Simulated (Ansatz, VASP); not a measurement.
# Li5Sc in two plane-wave programs

One calculation is typed for both programs; each brings its own data sets. How far apart do they land? The cell is generated by rule, not measured, and may not be a known phase. The cell is taken from a series of runs on this material, whose earlier steps may have relaxed, scaled, displaced or heated it; both programs get it as it stands.

Program: Ansatz 0.2.0. Level of theory: plane waves, with VASP 6.6.1 beside it; relaxation of cell and atoms at LDA. Results are calculated unless marked as measured.

The structure was built from a prototype and need not be the compound's stable phase.

**1. Starting point**

The structure is hexagonal, space group P6/mmm (No. 191). Conventional cell: a = 5.460 Å, b = 5.460 Å, c = 4.405 Å, α = 90.00°, β = 90.00°, γ = 120.00°. Nearest to Sc lie 18 Li at 3.15 to 3.51 Å. Nearest to Li lie 8 Li at 2.71 to 2.73 Å and 4 Sc at 3.51 Å. Nearest to Li lie 9 Li at 2.71 to 3.15 Å and 3 Sc at 3.15 Å. Farther neighbours are not listed.

**2. VASP: relaxation of cell and atoms, LDA**

The relaxed volume is the usual yardstick between codes: in a stiff, nearly cubic crystal its relative difference is about their pressure difference at one cell divided by the bulk modulus.

Lines of VASP's logs that name or quote its potential files are left out, and so is its time.

File INCAR:

```
SYSTEM = Li5Sc
PREC = Accurate
ENCUT = 750
EDIFF = 1E-07
NELM = 120
ISMEAR = 1
SIGMA = 0.15
LREAL = .FALSE.
ALGO = Normal
GGA = CA
NBANDS = 19
LASPH = .TRUE.
LORBIT = 11
LWAVE = .FALSE.
LCHARG = .FALSE.
ISIF = 3
IBRION = 2
NSW = 80
EDIFFG = -0.005
GGA_COMPAT = .FALSE.
NELMIN = 4
KPAR = 2
```

File POSCAR:

```
Li5Sc
1.0
    5.4598060000     -0.0000030000      0.0000000000
   -2.7299000000      4.7283320000      0.0000000000
    0.0000000000      0.0000000000      4.4049670000
Sc Li
1 5
Direct
    0.0000000000      0.0000000000      0.0000000000
    0.4999999471      0.9999998943      0.5000001135
    0.4999999471      0.4999998943      0.5000001135
    0.0000000000      0.5000000000      0.5000001135
    0.3333332981      0.6666665962      0.0000000000
    0.6666667019      0.3333334038      0.0000000000
```

File KPOINTS:

```
Automatic mesh
0
Gamma
6 6 8
0 0 0
```

Potentials, in the order of the species: Sc_sv and Li_sv (LDA family, release 64).

Started as:

```bash
$ mpirun -np 2 vasp_std
```

Numbers of over 12 decimals in the logs are rounded to 6 here.

The program printed:

```text
[banner, memory and clock lines left out]
running    2 mpi-ranks, on    1 nodes
 distrk:  each k-point on    1 cores,    2 groups
 distr:  one band on    1 cores,    1 groups

 POSCAR found type information on POSCAR ScLi
 POSCAR found :  2 types and       6 ions
 LDA part: xc-table for (Slater(with rela. corr.)+CA(PZ))
 , standard interpolation
 POSCAR, INCAR and KPOINTS ok, starting setup
 FFT: planning ... GRIDC
 FFT: planning ... GRID_SOFT
 FFT: planning ... GRID
 WAVECAR not read
 entering main loop
       N       E                     dE             d eps       ncg     rms          rms(c)
DAV:   1     0.213167852294E+03    0.21317E+03   -0.13771E+04  1330   0.174E+03
DAV:   2     0.132857064569E+02   -0.19988E+03   -0.19748E+03  1354   0.515E+02
DAV:   3    -0.117303599144E+02   -0.25016E+02   -0.24501E+02  2599   0.109E+02
DAV:   4    -0.183548573118E+02   -0.66245E+01   -0.65947E+01  2524   0.595E+01
DAV:   5    -0.193984631536E+02   -0.10436E+01   -0.10428E+01  2291   0.201E+01    0.671E+00
DAV:   6    -0.157017631968E+02    0.36967E+01   -0.12677E+01  2070   0.233E+01    0.157E+00
DAV:   7    -0.156777055293E+02    0.24058E-01   -0.51467E-01  2385   0.679E+00    0.797E-01
DAV:   8    -0.156627393136E+02    0.14966E-01   -0.13557E-01  2353   0.213E+00    0.704E-01
DAV:   9    -0.156678550972E+02   -0.51158E-02   -0.24376E-01  1975   0.349E+00    0.722E-01
DAV:  10    -0.156501729123E+02    0.17682E-01   -0.76445E-02  2019   0.166E+00    0.591E-02
DAV:  11    -0.156504192765E+02   -0.24636E-03   -0.14807E-03  2366   0.263E-01    0.853E-02
DAV:  12    -0.156502363882E+02    0.18289E-03   -0.10607E-03  2022   0.236E-01    0.132E-02
DAV:  13    -0.156502368265E+02   -0.43825E-06   -0.16958E-05  2260   0.290E-02    0.108E-02
DAV:  14    -0.156502334323E+02    0.33942E-05   -0.19139E-05  2030   0.302E-02    0.203E-03
DAV:  15    -0.156502333694E+02    0.62880E-07   -0.40559E-07  1726   0.491E-03
   1 F= -.15650233E+02 E0= -.15651828E+02  d E =-.156502E+02
 curvature:   0.00 expect dE= 0.000E+00 dE for cont linesearch  0.000E+00
 trial: gam= 0.00000 g(F)=  0.608E-41 g(S)=  0.359E-03 ort = 0.000E+00 (trialstep = 0.100E+01)
 search vector abs. value=  0.359E-03
 bond charge predicted
       N       E                     dE             d eps       ncg     rms          rms(c)
DAV:   1    -0.156523891386E+02   -0.21557E-02   -0.34105E-02  1761   0.207E+00    0.307E-01
DAV:   2    -0.156521135794E+02    0.27556E-03   -0.28362E-02  1960   0.145E+00    0.239E-01
DAV:   3    -0.156505881281E+02    0.15255E-02   -0.72873E-03  2018   0.593E-01    0.864E-02
DAV:   4    -0.156505052207E+02    0.82907E-04   -0.30281E-04  2010   0.184E-01    0.115E-02
DAV:   5    -0.156505109353E+02   -0.57146E-05   -0.78219E-05  2206   0.515E-02    0.516E-03
DAV:   6    -0.156505113402E+02   -0.40486E-06   -0.32701E-06  2214   0.131E-02    0.182E-03
DAV:   7    -0.156505113555E+02   -0.15286E-07   -0.51605E-07  1698   0.587E-03
   2 F= -.15650511E+02 E0= -.15652103E+02  d E =-.277986E-03
 trial-energy change:   -0.000278  1 .order   -0.000284   -0.000359   -0.000209
 step:   2.3868(harm=  2.3868)  dis= 0.00000  next Energy=   -15.650662 (dE=-0.428E-03)
 bond charge predicted
       N       E                     dE             d eps       ncg     rms          rms(c)
DAV:   1    -0.156542423291E+02   -0.37310E-02   -0.65702E-02  1747   0.288E+00    0.423E-01
DAV:   2    -0.156536311256E+02    0.61120E-03   -0.53494E-02  1965   0.199E+00    0.326E-01
DAV:   3    -0.156508108646E+02    0.28203E-02   -0.13734E-02  2018   0.813E-01    0.121E-01
DAV:   4    -0.156506511157E+02    0.15975E-03   -0.60783E-04  2016   0.268E-01    0.175E-02
DAV:   5    -0.156506612478E+02   -0.10132E-04   -0.15476E-04  2198   0.770E-02    0.749E-03
DAV:   6    -0.156506619649E+02   -0.71715E-06   -0.76238E-06  2331   0.212E-02    0.285E-03
DAV:   7    -0.156506619756E+02   -0.10707E-07   -0.12511E-06  2068   0.875E-03    0.861E-04
DAV:   8    -0.156506619738E+02    0.18858E-08   -0.35761E-08   773   0.184E-03
   3 F= -.15650662E+02 E0= -.15652250E+02  d E =-.428604E-03
 curvature:  -1.19 expect dE=-0.527E-06 dE for cont linesearch -0.347E-06
 trial: gam=-0.02725 g(F)=  0.426E-41 g(S)=  0.441E-06 ort = 0.102E-04 (trialstep = 0.128E+01)
 search vector abs. value=  0.151E-06
 reached required accuracy - stopping structural energy minimisation
```

From OUTCAR (step 2):

```text
ion  position               nearest neighbor table
   1  0.000  0.000  0.000-
   2  0.500  1.000  0.500-
   3  0.500  0.500  0.500-
   4  0.000  0.500  0.500-
   5  0.333  0.667  0.000-
   6  0.667  0.333  0.000-

  LATTYP: Found a hexagonal cell.
 ALAT       =     5.4598060000
 C/A-ratio  =     0.8067991793

 Subroutine GETGRP returns: Found 24 space group operations
 (whereof 24 operations were pure point group operations)

The static configuration has the point symmetry D_6h.

 Found     35 irreducible k-points:

   k-points           NKPTS =     35   k-points in BZ     NKDIM =     35   number of bands    NBANDS=     19

   dimension x,y,z NGX =    50 NGY =   50 NGZ =   40
   dimension x,y,z NGXF=   100 NGYF=  100 NGZF=   80

   ENCUT  =  750.0 eV  55.12 Ry    7.42 a.u.  12.19 12.19  9.84*2*pi/ulx,y,z

   NELECT =      26.0000    total number of electrons

 k-points in reciprocal lattice and weights: Automatic mesh
   0.00000000  0.00000000  0.00000000       0.003
   0.16666667  0.00000000  0.00000000       0.021
   0.33333333  0.00000000  0.00000000       0.021
   0.50000000  0.00000000  0.00000000       0.010
   0.16666667  0.16666667  0.00000000       0.021
   0.33333333  0.16666667  0.00000000       0.042
   0.33333333  0.33333333  0.00000000       0.007
   0.00000000  0.00000000  0.12500000       0.007
   0.16666667  0.00000000  0.12500000       0.042
[...]
0.33333333  0.16666667  0.50000000       0.042
   0.33333333  0.33333333  0.50000000       0.007

 average (electrostatic) potential at core
       1 -50.3807       2 -66.5165       3 -66.5165       4 -66.5165       5 -66.2211
       6 -66.2211

 E-fermi :   1.4926

 k-point     1 :       0.0000    0.0000    0.0000
  band No.  band energies     occupation
    ...
      8     -27.2727      2.00000
      9     -27.2727      2.00000
     10      -2.4730      2.00000
     11       1.3250      2.06684
     12       1.3250      2.06684
     13       1.7646     -0.02786
     14       2.0743     -0.00000
     15       2.3832     -0.00000
     16       2.4032     -0.00000
     17       2.4032     -0.00000
    ...

 k-point     2 :       0.1667    0.0000    0.0000
  band No.  band energies     occupation
    ...
      9     -27.2728      2.00000
     10      -2.3270      2.00000
     11       0.7910      2.00000
     12       1.3255      2.06657
     13       1.5148      0.75268
     14       2.1607     -0.00000
     15       2.1987     -0.00000
     16       2.3941     -0.00000
     17       2.5914     -0.00000
     18       2.6631     -0.00000
    ...

 k-point     3 :       0.3333    0.0000    0.0000
  band No.  band energies     occupation
    ...
      9     -27.2729      2.00000
     10      -1.9032      2.00000
     11      -0.1328      2.00000
     12       1.1100      2.00184
     13       1.3347      2.05952
     14       2.0000     -0.00002
     15       2.1283     -0.00000
     16       2.3572     -0.00000
     17       2.6168     -0.00000
     18       3.2685     -0.00000
    ...

  Total       -0.0018673     -0.0018673     -0.0069221     -0.0000000     -0.0000000      0.0000000
  in kB       -0.0264941     -0.0264941     -0.0982143     -0.0000000     -0.0000000      0.0000000
  external PRESSURE =      -0.0504008 kB  Pullay stress =       0.0000000 kB

  energy-cutoff  :      750.00
  volume of cell :      112.92
      direct lattice vectors                 reciprocal lattice vectors
     5.446740617 -0.000002994  0.000000000     0.183596097  0.105999110 -0.000000000
    -2.723367317  4.717017045  0.000000000     0.000000117  0.211998453 -0.000000000
     0.000000000  0.000000000  4.395129386     0.000000000  0.000000000  0.227524587

 POSITION                                       TOTAL-FORCE (eV/Angst)
 -----------------------------------------------------------------------------------
     -0.00000      0.00000      0.00000         0.000000      0.000000      0.000000
      0.00000      4.71702      2.19757         0.000000      0.000000      0.000000
      1.36169      2.35851      2.19757         0.000000      0.000000      0.000000
     -1.36168      2.35851      2.19757        -0.000000      0.000000      0.000000
      0.00000      3.14468      0.00000         0.000000     -0.000000      0.000000
      2.72337      1.57234      0.00000        -0.000000     -0.000000      0.000000
 -----------------------------------------------------------------------------------
    total drift:                                0.000000      0.000527     -0.000780

  FREE ENERGIE OF THE ION-ELECTRON SYSTEM (eV)
  ---------------------------------------------------
  free  energy   TOTEN  =       -15.6506619738 eV

  energy  without entropy=      -15.6554274154  energy(sigma->0) =      -15.65225045

 reached required accuracy - stopping structural energy minimisation

 total charge
# of ion       s       p       d       tot
------------------------------------------
    1        2.235   6.063   0.890   9.188
    2        2.046   0.064   0.000   2.110
    3        2.046   0.064   0.000   2.110
    4        2.046   0.064   0.000   2.110
    5        2.048   0.072   0.000   2.120
    6        2.048   0.072   0.000   2.120
--------------------------------------------------
tot         12.468   6.400   0.890  19.757

[... 3 further parts left out ...]
```

CONTCAR:

```
Li5Sc
   1.00000000000000
     5.4467406169653625   -0.0000029939315642    0.0000000000000000
    -2.7233673166235262    4.7170170447527981    0.0000000000000000
     0.0000000000000000    0.0000000000000000    4.3951293859587297
  Sc              Li
     1     5
Direct
     0.0000000000000000    0.0000000000000000    0.0000000000000000
     0.4999999471000010    0.9999998942999966    0.5000001135000005
     0.4999999471000010    0.4999998942999966    0.5000001135000005
     0.0000000000000000    0.5000000000000000    0.5000001135000005
     0.3333332981000012    0.6666665962000025    0.0000000000000000
     0.6666667018999988    0.3333334037999975    0.0000000000000000
```

(Part 1 of 2 ends here.)

[Lines on the potential files, build, host, timing and source positions are cut from VASP's logs without a mark.]

[Logs are printed without paths, hosts, clocks, repeated set-up lines and the standing remarks that a program may print on its own settings, such as how far it seeks lower states.]

[Hosts, paths, dates, database ids (printed as entryN), source tags and the programs' standing remarks are cut or masked in the printed files.]
